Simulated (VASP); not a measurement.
Energy against volume of Cu (fcc). All values below come from r2SCAN meta-GGA, VASP's PBE PAW potentials (set 64) (plane waves; VASP 6.6.1). Settings: 520 eV cut-off, 17×17×17 Γ-centred mesh, first-order Methfessel-Paxton smearing of 0.10 eV, potentials Cu.

```tsv
V (Å³/atom)	E (eV/atom)
11.152	-10.82042
11.497	-10.82546
11.841	-10.82012
12.186	-10.80612
```

Task: Fit these four points and predict the energy of the run at 10.807 Å³/atom.

Result: A cubic in V^(−2/3), the third-order Birch-Murnaghan form, passes through the four points with V0 = 11.48 Å³/atom and B0 = 162 GPa, and gives -10.8028 eV/atom there. The run gave -10.8028 eV/atom, +0.1 meV/atom from the fit; all five points give B0 = 162 GPa.

The compound is Cu in the fcc structure. It was relaxed first.
